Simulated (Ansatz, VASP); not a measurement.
# Pb (Lead): VASP beside Ansatz, part 2 of 2

Aim: how closely do two programs agree when they are given the same cell, functional and k mesh? The cell is taken from a series of runs on this material, whose earlier steps may have relaxed, scaled, displaced or heated it; both programs get it as it stands.

VASP 6.6.1 and Ansatz 0.2.0.

So far: Starting point; VASP: elastic constants, LDA.

## 3. Ansatz: elastic constants, LDA

Level of this step: Ansatz beside VASP: Kohn-Sham DFT, plane waves, LDA (Ansatz).

Ansatz runs on its PAW soft_1 files.

The same cell, functional (in two slightly different forms), mesh and smearing now go to Ansatz.

input.yaml

```yaml
crystal:
  lattice:
    - [0.0, 2.4387050605, 2.4387050605]
    - [2.4387050605, 0.0, 2.4387050605]
    - [2.4387050605, 2.4387050605, 0.0]
  atoms:
    - { symbol: Pb, position: [0.0, 0.0, 0.0] }
kpoints:
  mp_grid: { grid: [8, 8, 8] }
hamiltonian:
  xc: lda
  pseudopotentials: { kind: paw, azcp: { folder: soft_1 }, xc_functional: pbe }
scf:
  occupations: { method: gaussian, width: 0.1 }
output:
  forces: true
  stress: true
  eigenvalues: true
basis:
  ecutwfc: 260.0
elastic:
  mode: relaxed_ion
  amplitude: 0.01
```

Run with:

```console
> ansatz run input.yaml --threads 4 --pin off --max-ram 8192MiB --backend cpu --events-out ev --progress --plain --runs-dir out
```

Numbers of over 12 decimals in the logs are rounded to 6 here.

The log of the run:

```text
Warning: basis.ecutwfc = 260 eV is below the records' recommended 420 eV, and the density's cutoff is lower with it unless basis.ecutrho_ratio is high enough to keep the records' density cutoff: compare with a run at a higher cutoff
Engine: ansatz 0.2.0, x86_64-unknown-linux-gnu
Pseudopotentials: kind: paw
Pseudopotential: Pb, paw, valence charge 14, recommended cutoff 420 eV (normal), soft_1/Pb.paw.azcp
Functional definition: SPW92
  exchange = slater_x
  correlation = pw_c
Crystal: 1 atoms, lattice volume = 29.007 Å³
Basis set: ecut = 260 eV, 283 PW (Γ)
Bands: 11, of which v1, the nominal top of the filled ones, is band 7 counted from 1 (6 counted from 0)
Symmetry: 48 space group operations
Space group: Fm-3m (ITA 225), of the structure as read, at distance tolerance 3.1e-5 Å
k-points: 29 of 512
Non-local potential: Pb, projectors of the file, l = 0: 2, l = 1: 2, l = 2: 2, l = 3: 1
PAW form: soft (Blöchl's): semilocal exchange-correlation on the pseudo side does not see the compensation charge
PAW frozen core: Pb, regenerated for the run's functional, and the local potential with it (the file was generated under x = pbe(κ = 0.804, μ = 0.219515), c = pbe(β = 0.066725))
PAW one-centre angular grid: Pb, 590 points (default); XC on 64 Gauss nodes
Initial density: superposition of atomic densities (chi_scale 0.1, normalization cell)
Initial wavefunctions: pseudopotential atomic-orbital guess
Functional: x = slater, c = lda
SCF iter   1: F=—  HF=-11603.815537 eV  |F-HF|=—  |Δ(HF+E_count)|=         —  Δρ=1.84e-2  dr2=8.61e-2  ethr=3.10e-3  ⟨swp⟩=5.7  Hψ=2069  notcnv=0
preconditioner: auto → none  [insulator: Δε(μ)=0.225 eV  Ē_g=19.867 eV  σ=0.100 eV  W_gap=0.88  n_scr=8 (ndim 8)  ℏωp=25.8 eV  f_vac=0.000  D(μ)=0.31/eV (n_scr^D=0)  ε∞_Penn≈2.7]
SCF iter   2: F=—  HF=-11603.772063 eV  |F-HF|=—  |Δ(HF+E_count)|=   4.35e-2  Δρ=3.45e-3  dr2=1.54e-3  ethr=6.15e-4  ⟨swp⟩=2.6  Hψ=837  notcnv=0  defer=8
SCF iter   3: F=—  HF=-11603.772207 eV  |F-HF|=—  |Δ(HF+E_count)|=   1.44e-4  Δρ=1.29e-3  dr2=1.70e-4  ethr=1.10e-5  ⟨swp⟩=2.4  Hψ=517  notcnv=0  defer=8
SCF iter   4: F=—  HF=-11603.772318 eV  |F-HF|=—  |Δ(HF+E_count)|=   1.12e-4  Δρ=5.45e-5  dr2=4.61e-7  ethr=1.22e-6  ⟨swp⟩=1.4  Hψ=322  notcnv=0  defer=8
SCF iter   5: F=—  HF=-11603.772316 eV  |F-HF|=—  |Δ(HF+E_count)|=   1.74e-6  Δρ=7.84e-6  dr2=2.60e-8  ethr=3.29e-9  ⟨swp⟩=2.0  Hψ=391  notcnv=0  defer=8
SCF iter   6: F=—  HF=-11603.772316 eV  |F-HF|=—  |Δ(HF+E_count)|=   1.22e-8  Δρ=1.04e-6  dr2=1.52e-10  ethr=1.86e-10  ⟨swp⟩=2.0  Hψ=486  notcnv=0  defer=8
SCF iter   7: F=—  HF=-11603.772316 eV  |F-HF|=—  |Δ(HF+E_count)|=  1.27e-11  Δρ=1.31e-7  dr2=1.99e-12  ethr=1.08e-12  ⟨swp⟩=2.1  Hψ=511  notcnv=0  defer=8
SCF iter   8: F=-11603.772316 eV  HF=-11603.772316 eV  |F-HF|=3.64e-12  |Δ(HF+E_count)|=  9.09e-12  Δρ=2.25e-9  dr2=6.86e-16  ethr=1.00e-12  ⟨swp⟩=6.2  Hψ=1468  notcnv=0
SCF 1 converged in 8 iterations: F = -11603.772316 eV  dr2 = 6.86e-16
  greatest PAW one-centre occupation: 0.988 electrons in one spin orbital (limit 2), on the Pb atom at site 0 (counted from 0), in its partial waves of l = 2
Crystal: 1 atoms, lattice volume = 28.427 Å³
Basis set: ecut = 260 eV, 275 PW (Γ)
Symmetry: 16 space group operations
k-points: 59 of 512
Initial density: handed on by an earlier stage of this run
Initial wavefunctions: those handed on with the density
iter 1 solved again at ethr=6.85e-7 eV; its pass at ethr=3.10e-3 eV (dr2=9.59e-5 eV) is discarded
SCF iter   1: F=—  HF=-11603.772370 eV  |F-HF|=—  |Δ(HF+E_count)|=         —  Δρ=6.99e-4  dr2=9.33e-5  ethr=6.85e-7  ⟨swp⟩=2.1  Hψ=5986  notcnv=0  defer=10
preconditioner: auto → none  [insulator: Δε(μ)=0.132 eV  Ē_g=20.313 eV  σ=0.100 eV  W_gap=0.65  n_scr=8 (ndim 8)  ℏωp=26.1 eV  f_vac=0.000  D(μ)=0.59/eV (n_scr^D=0)  ε∞_Penn≈2.6]
[...]
SCF 2 converged in 7 iterations: F = -11603.772348 eV  dr2 = 5.80e-16
Crystal: 1 atoms, lattice volume = 29.587 Å³
[...]
SCF 7 converged in 7 iterations: F = -11603.777500 eV  dr2 = 2.74e-15
SCF iter   1: F=—  HF=-11603.774281 eV  |F-HF|=—  |Δ(HF+E_count)|=         —  Δρ=2.60e-5  dr2=1.48e-7  ethr=1.00e-12  ⟨swp⟩=11.9  Hψ=10617  notcnv=0
preconditioner: auto → none  [insulator: Δε(μ)=0.155 eV  Ē_g=20.222 eV  σ=0.100 eV  W_gap=0.71  n_scr=8 (ndim 8)  ℏωp=25.8 eV  f_vac=0.000  D(μ)=0.31/eV (n_scr^D=0)  ε∞_Penn≈2.6]
SCF iter   2: F=—  HF=-11603.774281 eV  |F-HF|=—  |Δ(HF+E_count)|=   2.76e-8  Δρ=1.07e-5  dr2=1.57e-8  ethr=1.00e-12  ⟨swp⟩=3.0  Hψ=3121  notcnv=0
SCF iter   3: F=—  HF=-11603.774281 eV  |F-HF|=—  |Δ(HF+E_count)|=   4.18e-9  Δρ=2.18e-6  dr2=2.17e-10  ethr=1.00e-12  ⟨swp⟩=3.3  Hψ=1968  notcnv=0
SCF iter   4: F=—  HF=-11603.774281 eV  |F-HF|=—  |Δ(HF+E_count)|=  4.84e-10  Δρ=5.87e-7  dr2=1.57e-11  ethr=1.00e-12  ⟨swp⟩=2.0  Hψ=1582  notcnv=0
SCF iter   5: F=-11603.774281 eV  HF=-11603.774281 eV  |F-HF|=5.46e-12  |Δ(HF+E_count)|=  4.37e-11  Δρ=1.34e-8  dr2=2.27e-14  ethr=1.00e-12  ⟨swp⟩=3.0  Hψ=3907  notcnv=0
SCF 8 converged in 5 iterations: F = -11603.774281 eV  dr2 = 2.27e-14
SCF iter   1: F=—  HF=-11603.774281 eV  |F-HF|=—  |Δ(HF+E_count)|=         —  Δρ=2.60e-5  dr2=1.48e-7  ethr=1.00e-12  ⟨swp⟩=12.1  Hψ=10931  notcnv=0  defer=1
SCF iter   2: F=—  HF=-11603.774281 eV  |F-HF|=—  |Δ(HF+E_count)|=   2.76e-8  Δρ=1.07e-5  dr2=1.57e-8  ethr=1.00e-12  ⟨swp⟩=3.0  Hψ=3121  notcnv=0  defer=1
SCF iter   3: F=—  HF=-11603.774281 eV  |F-HF|=—  |Δ(HF+E_count)|=   4.19e-9  Δρ=2.18e-6  dr2=2.17e-10  ethr=1.00e-12  ⟨swp⟩=3.4  Hψ=2035  notcnv=0  defer=1
SCF iter   4: F=—  HF=-11603.774281 eV  |F-HF|=—  |Δ(HF+E_count)|=  4.84e-10  Δρ=5.87e-7  dr2=1.57e-11  ethr=1.00e-12  ⟨swp⟩=2.0  Hψ=1592  notcnv=0  defer=1
SCF iter   5: F=-11603.774281 eV  HF=-11603.774281 eV  |F-HF|=7.28e-12  |Δ(HF+E_count)|=  3.82e-11  Δρ=1.30e-8  dr2=2.13e-14  ethr=1.00e-12  ⟨swp⟩=3.0  Hψ=3915  notcnv=0
SCF 9 converged in 5 iterations: F = -11603.774281 eV  dr2 = 2.13e-14
WARN: the elastic stencil's two pairs of strained cells disagree: C11 (strain 11) reads 66.23 GPa from the cells at ±δ and 63.55 from those at ±2δ, which the stencil makes 67.13; C44 (strain 23) reads 24.05 GPa from the cells at ±δ and 21.62 from those at ±2δ, which the stencil makes 24.86; the limit is 2 % of the column's largest entry (no column's own pairs agree, so each is held to its own). A stress that is smooth and near linear over the cells gives both pairs one slope, so the constants of these columns, the constants that the crystal's symmetry builds from them and the moduli and the stability verdict built on them are in doubt. [rest of the remark cut]
SCF converged after 8 iterations
Free energy (F): -11603.772316 eV
Harris-Foulkes:  -11603.772316 eV  (|F-HF|=3.64e-12)
Internal energy: -11603.770969 eV  (E = F + TS)
E sigma→0 (E₀):  -11603.771642 eV
Entropy (-TS):   -0.001348 eV (-1.348 meV/atom)
Fermi energy:    11.476255 eV
--- Per-component energies (eV) ---
  E_band       = -30.220940
  E_kinetic    = 298.043029
  E_local      = -951.503621  (includes V_loc(G=0)·N_el)
  E_nonlocal   = 305.364975
  E_hartree    = 364.112327
  E_xc         = -205.854953
  E_vxc        = -140.703362  (∫ρ·V_xc dr)
  E_paw        = -10087.331849  (= ΣΔE_a)
  E_vpaw       = -269.646642  (= ΣTr[D̂ρ^β])
  E_aug_tail   = 0.000026  (compensation charges beyond the density's cutoff)
  E_ewald      = -1326.523279
  E_core_change = -0.077624  (= ΣΔE_core)
  E_smearing   = -0.001348  (= −TS)
  E_closure    = 0.000000  (closes the sum)
  Σ components = -11603.772316   (vs F -11603.772316, Δ=0.00e0)
--- Forces (eV/Å), atoms counted from 1 ---
  atom   1  Pb    -0.00000000     0.00000000     0.00000000
  max |Σ_I F_I| component: 5.59e-31 eV/Å
--- Stress (GPa, compression-positive) ---
       -0.032677       0.000000      -0.000000
        0.000000      -0.032677       0.000000
       -0.000000       0.000000      -0.032677
  P = ⅓ Tr σ = -0.0327 GPa (-0.327 kbar)
--- Band table (eV; the first three rows and the last of 29) ---
  k-point 0: bands = [... 3 lower, -5.4817, -5.4817, -0.6390, 19.2139, 19.2139, 19.2139, 21.3559, 23.4114]
  k-point 1: bands = [... 3 lower, -5.4713, -5.4713, -0.3239, 16.3175, 18.8647, 18.8647, 20.9897, 24.4216]
  k-point 2: bands = [... 3 lower, -5.4329, -5.4329, 0.6193, 12.3001, 18.1389, 18.1389, 20.7181, 23.2588]
  k-point 28: bands = [... 3 lower, -5.4083, -5.2449, 4.8222, 10.0495, 10.0495, 11.7505, 22.7664, 23.9821]
--- Elastic constants: 2 strain directions × 4 members + reference (group order 48) ---
  dense FFT box of the reference and of every strained cell: 20×20×20
  strains applied: 11, 23; error gains: componentwise 1.00 (the most a stress slope's error grows in a printed constant), spectral 1.73 (1 for all six strains in a standard setting)
  C = ∂σ_k/∂η_j (tension-positive GPa; Voigt order 11 22 33 23 13 12):
        67.127     41.488     41.488      0.000      0.000     -0.000
        41.488     67.127     41.488     -0.000     -0.000     -0.000
        41.488     41.488     67.127     -0.000      0.000      0.000
         0.000     -0.000     -0.000     24.857     -0.000     -0.000
         0.000     -0.000     -0.000     -0.000     24.857      0.000
         0.000     -0.000     -0.000     -0.000     -0.000     24.857
  reference stress σ⁰ (GPa):      0.033      0.033      0.033     -0.000      0.000     -0.000
  C* (energy form; C + prestress term) asymmetry max|C*_kj − C*_jk| = 2.132e-14 GPa — a small one proves nothing (zero by symmetry where the batch's group is 432, −43m or m−3m); a large one is finite-difference/SCF noise where every solve meets its electron count
  moduli (Voigt/Reuss/Hill, GPa): K = 50.03/50.03/50.03   G = 20.04/18.07/19.06   E = 50.73   ν = 0.331
  mechanically stable: yes (min eigenvalue of sym C = 24.86 GPa)
  strain η (Voigt 11):  stress-route row diagonal C_11 = 67.13 GPa, energy-path curvature d²(F+E_count+ΔE)/dδ²/Ω₀ = 68.88 GPa
    cells at ±δ against ±2δ: C11 66.23 and 63.55 GPa, apart by 4.00 % of the column's largest entry
         δ    σ_11 (GPa)             F (eV)   n_scf  n_hpsi   n_pw
    -2.000e-2      -1.1836      -11603.7723483       7   13654    282   relax 0 steps, max|allowed force component| 0.00e0 eV/Å
    -1.000e-2      -0.5994      -11603.7742301       5   13889    290   relax 0 steps, max|allowed force component| 0.00e0 eV/Å
     1.000e-2       0.7252      -11603.7741540       5   14239    291   relax 0 steps, max|allowed force component| 0.00e0 eV/Å
     2.000e-2       1.3582      -11603.7733324       7   13118    296   relax 0 steps, max|allowed force component| 0.00e0 eV/Å
  strain η (Voigt 23):  stress-route row diagonal C_44 = 24.86 GPa, energy-path curvature d²(F+E_count+ΔE)/dδ²/Ω₀ = 30.59 GPa
    cells at ±δ against ±2δ: C44 24.05 and 21.62 GPa, apart by 9.77 % of the column's largest entry
         δ    σ_23 (GPa)             F (eV)   n_scf  n_hpsi   n_pw
    -2.000e-2      -0.4323      -11603.7775001       7   21774    290   relax 0 steps, max|allowed force component| 0.00e0 eV/Å
    -1.000e-2      -0.2405      -11603.7742806       5   23110    290   relax 0 steps, max|allowed force component| 0.00e0 eV/Å
     1.000e-2       0.2405      -11603.7742806       5   22711    290   relax 0 steps, max|allowed force component| 0.00e0 eV/Å
     2.000e-2       0.4324      -11603.7775000       7   20972    290   relax 0 steps, max|allowed force component| 0.00e0 eV/Å
```

In the SCF lines HF is the Harris–Foulkes energy and dr2 the Hartree energy of the density residual, in eV; the loop may stop once dr2 is under the threshold and the program's other checks hold. Hψ counts applications of the Hamiltonian.

## 4. Comparison

Known differences besides the potentials themselves: the cutoff is 260 eV in Ansatz and 500 eV in VASP; VASP's log shows a relativistic correction to its local exchange, Ansatz's none; VASP takes each elastic constant from one size of strain, Ansatz from those that its log lists; Ansatz's log warns that its cutoff lies below the recommended one. Total energies have different zeros and are not compared.

Compared:

```csv
quantity,Ansatz,VASP,difference
C11 (GPa),67.1,68.1,-1.37 %
C22 (GPa),67.1,68.1,-1.37 %
C33 (GPa),67.1,68.1,-1.37 %
C12 (GPa),41.5,47.5,-12.64 %
C13 (GPa),41.5,47.5,-12.64 %
C23 (GPa),41.5,47.5,-12.64 %
C44 (GPa),24.9,25.4,-2.10 %
C55 (GPa),24.9,25.4,-2.10 %
C66 (GPa),24.9,25.4,-2.10 %
```

## 5. What came out

| Quantity | Value |
| --- | --- |
| difference in C12 (elastic constants, LDA) | -13 % |

What this shows: The difference in C12 is -13 % (elastic constants, LDA), beyond the 5 % picked in this series as the mark of a large difference. Ansatz's own log doubts the convergence of its elastic constants, LDA run, which may account for the difference. How closely two codes agree says nothing of how well the functional describes the real material.

[Lines on the potential files, build, host, timing and source positions are cut from VASP's logs without a mark.]

[Logs are printed without paths, hosts, clocks, repeated set-up lines and the standing remarks that a program may print on its own settings, such as how far it seeks lower states.]

[Hosts, paths, dates, database ids (printed as entryN), source tags and the programs' standing remarks are cut or masked in the printed files.]
